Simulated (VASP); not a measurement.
Method: PBE GGA, VASP's PBE PAW potentials (set 64) (plane waves; VASP).

VASP ran on this input.

**KPOINTS**
```
Automatic mesh
0
Gamma
9 9 9
0 0 0
```

### POSCAR
```
Si2Ni
1
    0.0000000000     2.7157780000     2.7157780000
    2.7157780000     0.0000000000     2.7157780000
    2.7157780000     2.7157780000     0.0000000000
Si Ni
2 1
Direct
  0.2500000000   0.2500000000   0.2500000000
  0.7500000000   0.7500000000   0.7500000000
  0.0000000000   0.0000000000   0.0000000000
```

INCAR:
```
# general
SYSTEM   = Si2Ni
PREC     = Accurate
ENCUT    = 300   # plane-wave cut-off (eV)
LREAL    = F   # projection in real space or not
LASPH    = T   # aspherical one-centre terms

# electronic loop
EDIFF    = 1E-8   # SCF stop (eV)
NELM     = 100   # most electronic steps
ALGO     = Normal   # blocked Davidson
LMAXMIX  = 4   # l cut-off of mixed one-centre charges

# smearing
ISMEAR   = 0
SIGMA    = 0.05

# functional
GGA      = PE   # PBE

# ions
IBRION   = 8   # DFPT with symmetry
NSW      = 1
ISIF     = 2

# output
LWAVE    = F
LCHARG   = F

# other
LEPSILON = F
```

POTCAR, in this order: Si Ni (PBE.64 set). Program: vasp_std.

What VASP printed:

**OUTCAR**
```
 ion  position               nearest neighbor table
   1  0.250  0.250  0.250-   3 2.35   3 2.35   3 2.35   3 2.35   2 2.72   2 2.72   2 2.72   2 2.72
                             2 2.72   2 2.72
   2  0.750  0.750  0.750-   3 2.35   3 2.35   3 2.35   3 2.35   1 2.72   1 2.72   1 2.72   1 2.72
                             1 2.72   1 2.72
   3  0.000  0.000  0.000-   2 2.35   2 2.35   2 2.35   1 2.35   1 2.35   1 2.35   2 2.35   1 2.35
  LATTYP: Found a face centered cubic cell.
 ALAT       =     5.4315560000
 Subroutine PRICEL returns:
 Original cell was already a primitive cell.
 Subroutine GETGRP returns: Found 48 space group operations
The static configuration has the point symmetry O_h .
The dynamic configuration has the point symmetry O_h .
 Subroutine INISYM returns: Found 48 space group operations
 Subroutine IBZKPT returns following result:
 Found     35 irreducible k-points:

 Following reciprocal coordinates:
            Coordinates               Weight
  0.000000  0.000000  0.000000      1.000000
  0.111111  0.000000  0.000000      8.000000
  0.222222  0.000000  0.000000      8.000000
  0.333333  0.000000  0.000000      8.000000
  0.444444  0.000000  0.000000      8.000000
  0.111111  0.111111  0.000000      6.000000
  0.222222  0.111111  0.000000     24.000000
  0.333333  0.111111  0.000000     24.000000
  0.444444  0.111111  0.000000     24.000000
 -0.444444  0.111111  0.000000     24.000000
 -0.333333  0.111111  0.000000     24.000000
 -0.222222  0.111111  0.000000     24.000000
 -0.111111  0.111111  0.000000     12.000000
  0.222222  0.222222  0.000000      6.000000
  0.333333  0.222222  0.000000     24.000000
  0.444444  0.222222  0.000000     24.000000
 -0.444444  0.222222  0.000000     24.000000
 -0.333333  0.222222  0.000000     24.000000
 -0.222222  0.222222  0.000000     12.000000
  0.333333  0.333333  0.000000      6.000000
  0.444444  0.333333  0.000000     24.000000
 -0.444444  0.333333  0.000000     24.000000
 -0.333333  0.333333  0.000000     12.000000
  0.444444  0.444444  0.000000      6.000000
 -0.444444  0.444444  0.000000     12.000000
  0.333333  0.222222  0.111111     24.000000
  0.444444  0.222222  0.111111     48.000000
 -0.444444  0.222222  0.111111     48.000000
  0.444444  0.333333  0.111111     24.000000
 -0.444444  0.333333  0.111111     48.000000
 -0.333333  0.333333  0.111111     48.000000
 -0.222222  0.333333  0.111111     24.000000
 -0.444444  0.444444  0.111111     24.000000
 -0.333333  0.444444  0.111111     24.000000
 -0.333333  0.444444  0.222222     24.000000
 Subroutine IBZKPT_HF returns following result:
   k-points           NKPTS =     35   k-points in BZ     NKDIM =     35   number of bands    NBANDS=     13
   number of dos      NEDOS =    301   number of ions     NIONS =      3
   total plane-waves  NPLWV =  13824
   dimension x,y,z NGX =    24 NGY =   24 NGZ =   24
   dimension x,y,z NGXF=    48 NGYF=   48 NGZF=   48
   ions per type =               2   1
   PREC   = accura    normal or accurate (medium, high low for compatibility)
   ISTART =      0    job   : 0-new  1-cont  2-samecut
   ICHARG =      2    charge: 1-file 2-atom 10-const
   ISPIN  =      1    spin polarized calculation?
   LNONCOLLINEAR =      F non collinear calculations
   LSORBIT =      F    spin-orbit coupling
   INIWAV =      1    electr: 0-lowe 1-rand  2-diag
   ENCUT  =  300.0 eV  22.05 Ry    4.70 a.u.   5.42  5.42  5.42*2*pi/ulx,y,z
   NELM   =    100;   NELMIN=  2; NELMDL= -5     # of ELM steps
   EDIFF  = 0.1E-07   stopping-criterion for ELM
   LREAL  =      F    real-space projection
   NLSPLINE    = F    spline interpolate recip. space projectors
   LMAXMIX     =    4 max onsite mixed and CHGCAR
   VOSKOWN=      0    Vosko Wilk Nusair interpolation
...
```

**OSZICAR**
```
       N       E                     dE             d eps       ncg     rms          rms(c)
DAV:   1     0.519632569899E+02    0.51963E+02   -0.56563E+03   910   0.906E+02
DAV:   2    -0.166215804895E+02   -0.68585E+02   -0.64688E+02   975   0.204E+02
DAV:   3    -0.193164627943E+02   -0.26949E+01   -0.26350E+01  1189   0.444E+01
DAV:   4    -0.193618480549E+02   -0.45385E-01   -0.45363E-01  1080   0.588E+00
DAV:   5    -0.193630213580E+02   -0.11733E-02   -0.11732E-02  1190   0.922E-01    0.162E+01
DAV:   6    -0.241085247926E+02   -0.47455E+01   -0.53210E+01   998   0.172E+02    0.246E+01
DAV:   7    -0.174838411575E+02    0.66247E+01   -0.15770E+01  1098   0.107E+02    0.403E+00
DAV:   8    -0.174114667346E+02    0.72374E-01   -0.22273E+00  1333   0.245E+01    0.259E+00
DAV:   9    -0.173683284611E+02    0.43138E-01   -0.25250E-01  1130   0.945E+00    0.516E-01
DAV:  10    -0.173679986257E+02    0.32984E-03   -0.59427E-03  1225   0.110E+00    0.274E-01
DAV:  11    -0.173680497273E+02   -0.51102E-04   -0.73901E-04  1101   0.299E-01    0.284E-02
DAV:  12    -0.173680798743E+02   -0.30147E-04   -0.44714E-05  1175   0.948E-02    0.220E-02
DAV:  13    -0.173680823387E+02   -0.24644E-05   -0.29085E-05  1072   0.106E-01    0.889E-03
DAV:  14    -0.173680824863E+02   -0.14755E-06   -0.15539E-06  1135   0.162E-02    0.380E-03
DAV:  15    -0.173680825623E+02   -0.76024E-07   -0.30458E-07  1332   0.118E-02    0.735E-04
DAV:  16    -0.173680826555E+02   -0.93210E-07   -0.52174E-08  1189   0.309E-03    0.282E-04
DAV:  17    -0.173680826460E+02    0.94717E-08   -0.13795E-09   620   0.659E-04
   1 F= -.17368083E+02 E0= -.17367702E+02  d E =-.762157E-03
 Linear response reoptimize wavefunctions
DAV:   1    -0.173680826361E+02    0.98880E-08   -0.95928E-10   735   0.259E-04
DAV:   2    -0.173680826361E+02    0.22283E-10   -0.10175E-10   590   0.129E-04
 Linear response DOF=           2
 Linear response progress:
  Degree of freedom:   1/  2
       N       E                     dE             d eps       ncg     rms          rms(c)
RMM:   1    -0.195342373643E-01   -0.19534E-01    0.35889E-02  7997   0.132E+00
RMM:   2    -0.174519150938E-01    0.20823E-02   -0.10788E-03  4695   0.543E-01    0.922E-02
RMM:   3    -0.176185708066E-01   -0.16666E-03   -0.36251E-04  5363   0.143E-01    0.504E-02
RMM:   4    -0.177786157467E-01   -0.16004E-03   -0.10341E-04  5176   0.645E-02    0.770E-03
RMM:   5    -0.177621764807E-01    0.16439E-04   -0.68110E-06  5527   0.161E-02    0.514E-03
RMM:   6    -0.177447297963E-01    0.17447E-04   -0.25708E-06  5351   0.806E-03    0.113E-03
RMM:   7    -0.177472968613E-01   -0.25671E-05   -0.11245E-06  4858   0.362E-03    0.809E-04
RMM:   8    -0.177501524467E-01   -0.28556E-05    0.45088E-08  4978   0.167E-03    0.458E-04
RMM:   9    -0.177491923643E-01    0.96008E-06    0.65586E-08  5602   0.492E-04    0.475E-05
RMM:  10    -0.177490410501E-01    0.15131E-06   -0.21169E-09  5769   0.124E-04    0.211E-05
RMM:  11    -0.177490219106E-01    0.19139E-07    0.77571E-09  5523   0.423E-05    0.543E-06
RMM:  12    -0.177490184547E-01    0.34559E-08    0.16153E-09  5834   0.170E-05    0.174E-06
 Linear response progress:
  Degree of freedom:   2/  2
       N       E                     dE             d eps       ncg     rms          rms(c)
RMM:   1    -0.190076620764E+00   -0.19008E+00   -0.11356E-01  3142   0.292E+00
RMM:   2    -0.185954253329E+00    0.41224E-02   -0.22077E-03  2713   0.592E-01    0.193E-01
RMM:   3    -0.185836360298E+00    0.11789E-03   -0.25421E-04  3181   0.123E-01    0.113E-01
RMM:   4    -0.186456931584E+00   -0.62057E-03   -0.32726E-04  3188   0.142E-01    0.765E-03
RMM:   5    -0.186406792711E+00    0.50139E-04   -0.49275E-06  3296   0.225E-02    0.470E-03
RMM:   6    -0.186398681548E+00    0.81112E-05   -0.57552E-07  2796   0.946E-03    0.355E-03
RMM:   7    -0.186386694069E+00    0.11987E-04   -0.25779E-07  3047   0.640E-03    0.588E-04
RMM:   8    -0.186381108650E+00    0.55854E-05   -0.27494E-08  3352   0.126E-03    0.271E-04
RMM:   9    -0.186377936011E+00    0.31726E-05   -0.26239E-09  3130   0.416E-04    0.460E-05
RMM:  10    -0.186377889934E+00    0.46076E-07   -0.52020E-10  3377   0.118E-04    0.216E-05
RMM:  11    -0.186377925744E+00   -0.35810E-07   -0.16723E-10  3353   0.592E-05    0.674E-06
RMM:  12    -0.186377874292E+00    0.51452E-07   -0.61090E-10  3464   0.271E-05    0.151E-06
RMM:  13    -0.186377873268E+00    0.10234E-08   -0.23795E-10  3329   0.168E-05    0.599E-07
 Linear response finished
```

File OUTCAR:
```
------------------------ aborting loop because EDIFF is reached ----------------------------------------

   1 f  =    9.649569 THz    60.630029 2PiTHz  321.874967 cm-1    39.907392 meV
             X         Y         Z           dx          dy          dz
      1.357889  1.357889  1.357889     0.702645    0.079306    0.000000
      4.073667  4.073667  4.073667    -0.702645   -0.079306   -0.000000
      0.000000  0.000000  0.000000     0.000000   -0.000000    0.000000

   2 f  =    9.649569 THz    60.630029 2PiTHz  321.874967 cm-1    39.907392 meV
             X         Y         Z           dx          dy          dz
      1.357889  1.357889  1.357889     0.007333   -0.064968    0.704078
      4.073667  4.073667  4.073667    -0.007333    0.064968   -0.704078
      0.000000  0.000000  0.000000    -0.000000   -0.000000    0.000000

   3 f  =    9.649569 THz    60.630029 2PiTHz  321.874967 cm-1    39.907392 meV
             X         Y         Z           dx          dy          dz
      1.357889  1.357889  1.357889    -0.078966    0.699635    0.065381
      4.073667  4.073667  4.073667     0.078966   -0.699635   -0.065381
      0.000000  0.000000  0.000000     0.000000   -0.000000    0.000000

   4 f  =    9.023247 THz    56.694732 2PiTHz  300.983116 cm-1    37.317134 meV
             X         Y         Z           dx          dy          dz
      1.357889  1.357889  1.357889    -0.505900   -0.000000    0.000000
      4.073667  4.073667  4.073667    -0.505900    0.000000   -0.000000
      0.000000  0.000000  0.000000     0.698663   -0.000000    0.000000

   5 f  =    9.023247 THz    56.694732 2PiTHz  300.983116 cm-1    37.317134 meV
             X         Y         Z           dx          dy          dz
      1.357889  1.357889  1.357889     0.000000   -0.434991   -0.258299
      4.073667  4.073667  4.073667     0.000000   -0.434991   -0.258299
      0.000000  0.000000  0.000000    -0.000000    0.600735    0.356718

   6 f  =    9.023247 THz    56.694732 2PiTHz  300.983116 cm-1    37.317134 meV
             X         Y         Z           dx          dy          dz
      1.357889  1.357889  1.357889     0.000000    0.258299   -0.434991
      4.073667  4.073667  4.073667     0.000000    0.258299   -0.434991
      0.000000  0.000000  0.000000     0.000000   -0.356718    0.600735

   7 f/i=    0.008128 THz     0.051072 2PiTHz    0.271133 cm-1     0.033616 meV
             X         Y         Z           dx          dy          dz
      1.357889  1.357889  1.357889     0.000000   -0.488491    0.073766
      4.073667  4.073667  4.073667     0.000000   -0.488491    0.073766
      0.000000  0.000000  0.000000    -0.000000   -0.707431    0.106827

   8 f/i=    0.008128 THz     0.051072 2PiTHz    0.271133 cm-1     0.033616 meV
             X         Y         Z           dx          dy          dz
      1.357889  1.357889  1.357889     0.000000    0.073766    0.488491
      4.073667  4.073667  4.073667     0.000000    0.073766    0.488491
      0.000000  0.000000  0.000000     0.000000    0.106827    0.707431

   9 f/i=    0.008128 THz     0.051072 2PiTHz    0.271133 cm-1     0.033616 meV
             X         Y         Z           dx          dy          dz
      1.357889  1.357889  1.357889    -0.494029    0.000000   -0.000000
      4.073667  4.073667  4.073667    -0.494029   -0.000000    0.000000
      0.000000  0.000000  0.000000    -0.715451    0.000000    0.000000

 ELASTIC MODULI CONTR FROM IONIC RELAXATION (kBar)
 Direction    XX          YY          ZZ          XY          YZ          ZX
 --------------------------------------------------------------------------------
 XX          -0.0000     -0.0000      0.0000     -0.0000     -0.0000      0.0000
 YY           0.0000     -0.0000      0.0000     -0.0000      0.0000      0.0000
 ZZ           0.0000      0.0000     -0.0000      0.0000      0.0000     -0.0000
 XY          -0.0000     -0.0000      0.0000   -335.4197     -0.0000      0.0000
 YZ          -0.0000     -0.0000      0.0000     -0.0000   -335.4197      0.0000
 ZX          -0.0000      0.0000     -0.0000      0.0000     -0.0000   -335.4197
 --------------------------------------------------------------------------------
```
(Selected blocks of OUTCAR.)

At this cut-off the stress carries a Pulay error, which pulls relaxed volumes low.

The structure comes from a computed database's Si2Ni entry; how it stands against other phases isn't given here. The cell was not relaxed at this level. The run is one of a series of settings (EDIFF = 1E-8, IBRION = 8, LEPSILON = .FALSE., NSW = 1, KPOINTS 9×9×9 Γ-centred mesh against the base run), some of them coarse on purpose. The run is not spin-polarised, so no magnetic state was tried.
